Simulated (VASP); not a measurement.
OSZICAR of a VASP run on CdSe (wurtzite):

OSZICAR:
```
       N       E                     dE             d eps       ncg     rms          rms(c)
DAV:   1     0.239705099341E+03    0.23971E+03   -0.16992E+04   440   0.146E+03
DAV:   2     0.166624502633E+01   -0.23804E+03   -0.23364E+03   494   0.344E+02
DAV:   3    -0.115959040688E+02   -0.13262E+02   -0.13217E+02   524   0.812E+01
DAV:   4    -0.117170821603E+02   -0.12118E+00   -0.12114E+00   476   0.764E+00
DAV:   5    -0.117181256593E+02   -0.10435E-02   -0.10435E-02   524   0.665E-01    0.875E+00
DAV:   6    -0.109880746198E+02    0.73005E+00   -0.16571E+00   518   0.127E+01    0.682E+00
DAV:   7    -0.109564386264E+02    0.31636E-01   -0.61663E-01   488   0.434E+00    0.262E+00
DAV:   8    -0.109543397583E+02    0.20989E-02   -0.71169E-02   470   0.295E+00    0.385E-01
DAV:   9    -0.109542026061E+02    0.13715E-03   -0.10392E-02   494   0.131E+00    0.133E-01
DAV:  10    -0.109543248636E+02   -0.12226E-03   -0.11069E-03   500   0.407E-01    0.799E-02
DAV:  11    -0.109544376766E+02   -0.11281E-03   -0.26615E-04   470   0.111E-01    0.209E-02
DAV:  12    -0.109544196101E+02    0.18067E-04   -0.12010E-04   562   0.115E-01    0.879E-03
DAV:  13    -0.109544223407E+02   -0.27306E-05   -0.16547E-05   464   0.331E-02    0.668E-03
DAV:  14    -0.109544223094E+02    0.31262E-07   -0.10352E-06   390   0.525E-03
   1 F= -.12195232E+02 E0= -.12195232E+02  d E =-.121952E+02
       N       E                     dE             d eps       ncg     rms          rms(c)
DAV:   1    -0.109534177211E+02    0.10046E-02   -0.69911E-02   440   0.257E+00    0.357E-01
DAV:   2    -0.109513246378E+02    0.20931E-02   -0.59574E-03   494   0.961E-01    0.128E-01
DAV:   3    -0.109510448271E+02    0.27981E-03   -0.63897E-04   476   0.209E-01    0.105E-01
DAV:   4    -0.109509934284E+02    0.51399E-04   -0.10220E-04   500   0.768E-02    0.165E-02
DAV:   5    -0.109509919959E+02    0.14325E-05   -0.24558E-05   482   0.573E-02    0.928E-03
DAV:   6    -0.109509924861E+02   -0.49017E-06   -0.29348E-06   352   0.176E-02
   2 F= -.12195361E+02 E0= -.12195361E+02  d E =-.129087E-03
```

Problem. Which electronic solver shows in the log?

Solution. It is blocked Davidson (ALGO = Normal, or the opening steps of other solvers). The INCAR had ALGO = Normal.

Problem. Can the final energy be trusted as converged?

Solution. The run converged. It stopped with EDIFF = 1E-6, NELM = 100, NSW = 60 and EDIFFG = -0.02 after 2 ionic steps (PBE GGA with D3 dispersion (Becke-Johnson damping), plane waves, VASP's PBE PAW potentials (set 64)).

The compound is CdSe in the wurtzite structure. This run relaxes it. Symmetry was kept, so distortions that lower it aren't found. The start is the result of an earlier pass.
